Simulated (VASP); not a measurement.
```xyz
1
Lattice="-1.5839 1.5839 1.5839 1.5839 -1.5839 1.5839 1.5839 1.5839 -1.5839" Properties=species:S:1:pos:R:3 pbc="T T T"
W      0.0000     0.0000     0.0000
```

Level of theory: PBE GGA, VASP's PBE PAW potentials (set 64) (plane waves; VASP). Settings: 500 eV cut-off, 16×16×16 Γ-centred mesh, first-order Methfessel-Paxton smearing of 0.10 eV, potentials W_sv.

Task: The ions, cell shape and volume at an external pressure of 10.0 GPa are relaxed. Predict the relaxed structure.

Result: 
```xyz
1
Lattice="-1.5761 1.5761 1.5761 1.5761 -1.5761 1.5761 1.5761 1.5761 -1.5761" Properties=species:S:1:pos:R:3 pbc="T T T"
W      0.0000     0.0000     0.0000
```
Space group Im-3m (229), at a tolerance of 0.03 Å.

Task: How do energy and volume change from the first to the last step?

Result: The energy (σ→0) changes by +10.7 meV/atom and the volume by -1.5 %, in 3 ionic steps.

The compound is W in the bcc structure. This run relaxes it under an external pressure of 10 GPa. Symmetry was kept, so distortions that lower it aren't found.
